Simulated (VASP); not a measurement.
The system is K.

```
K
1.0
    -2.61800    2.61800    2.61800
     2.61800   -2.61800    2.61800
     2.61800    2.61800   -2.61800
K
1
Direct
  0.00000 0.00000 0.00000
```

```yaml
Program: VASP 6.6.1
Task: relaxation of cell and atoms
Functional: r2SCAN
Potentials_or_basis: VASP PAW PBE potentials, release 64 (K_sv)
Cutoff: 600 eV
k_mesh: 12 × 12 × 12
Occupations: gaussian, width 0.1 eV
Spin: no spin polarisation
```

At the start: pressure 0.2 GPa; volume 71.77 Å³/atom.

Task: Where does the relaxation end?

Result: Over 3 steps the energy falls by 3.4 meV/atom and the volume is 76.22 Å³/atom (+6.2 %); space group Im-3m (No. 229, to 0.05 Å).

Step by step:
```
step  energy change (eV)  largest force (eV/Å)  pressure (GPa)  volume (Å³)
   1              0.0000                0.0000            0.25        71.77
   2             -0.0015                0.0000            0.18        72.93
   3             -0.0034                0.0000            0.00        76.22
```

Final structure:
```cif
data_structure
_symmetry_space_group_name_H-M 'P 1'
_symmetry_Int_Tables_number 1
_cell_length_a 4.6264
_cell_length_b 4.6264
_cell_length_c 4.6264
_cell_angle_alpha 109.471
_cell_angle_beta 109.471
_cell_angle_gamma 109.471
_cell_volume 76.22
loop_
_atom_site_label
_atom_site_type_symbol
_atom_site_fract_x
_atom_site_fract_y
_atom_site_fract_z
_atom_site_occupancy
K1 K 0.00000 0.00000 0.00000 1
```

Caveat: the PAW data sets were made with another functional, which shifts forces and pressure a little.
